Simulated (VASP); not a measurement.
Wanted: the native input for a VASP 6.6.1 run.

* Task: relaxation of cell and atoms
* Functional: PBE
* Potentials or basis: VASP PAW PBE potentials, release 64 (Y_sv, Lu, Cl)
* Cutoff: 600 eV
* k mesh: 3 × 3 × 6
* Occupations: gaussian, width 0.1 eV
* Spin: no spin polarisation
* Dipole correction: no
* Further INCAR settings: ALGO = Fast; EDIFF = 1e-07; IBRION = 2; EDIFFG = -0.04; NSW = 90; ISIF = 3

The structure of Y3LuCl2 lies in POSCAR:

```
Y3LuCl2
1.0
    7.1287675315      0.0000000000      0.0000000000
   -3.5643837658      6.1736937800      0.0000000000
    0.0000000000      0.0000000000      3.6509190251
Y Lu Cl
3 1 2
Direct
    0.5000000000      0.0000000000      0.5000000000
    0.0000000000      0.5000000000      0.5000000000
    0.5000000000      0.5000000000      0.5000000000
    0.0000000000      0.0000000000      0.0000000000
    0.3333333333      0.6666666667      0.0000000000
    0.6666666667      0.3333333333      0.0000000000
```

The cell was built by a generator and needn't be a form met in nature.

The cell isn't the ideal one: species swapped into the LaCu3Ni2 type (P6/mmm, No. 191).

The input as run:

INCAR

```
SYSTEM = Y3LuCl2
  ALGO = Fast
  EDIFF = 1E-7
  EDIFFG = -0.04
  ENCUT = 600
  GGA = PE
  IBRION = 2
  ISIF = 3
  ISMEAR = 0
  LASPH = .True.
  LCHARG = .False.
  LREAL = .False.
  LWAVE = .False.
  NELM = 100
  NSW = 90
  PREC = Accurate
  SIGMA = 0.1
```

KPOINTS

```
k-points
0
Gamma
  3 3 6
  0 0 0
```

Potentials or basis: VASP PAW PBE potentials, release 64 (Y_sv, Lu, Cl).

The run is started by

```console
$ cat potpaw_PBE.64/Y_sv/POTCAR potpaw_PBE.64/Lu/POTCAR potpaw_PBE.64/Cl/POTCAR > POTCAR
$ mpirun -np 1 vasp_std > vasp.out
```

Results of the run:

* Relaxed volume: 26.72 Å³/atom
* Relaxed cell: a = 7.194 Å, b = 7.194 Å, c = 3.578 Å, α = 90.00°, β = 90.00°, γ = 120.00°
* Space group after relaxing (to 0.05 Å): P6/mmm (No. 191)
* Energy gained by relaxing: 2.4 meV/atom
* Ionic steps: 3
* Pressure after relaxing: 0.1 GPa
* Band gap on the k mesh: none (metal or under the smearing width)

Run time: 14 min on 1 thread of Intel(R) Xeon(R) 6975P-C (Granite Rapids) (shared host), peak memory 0.43 GiB.
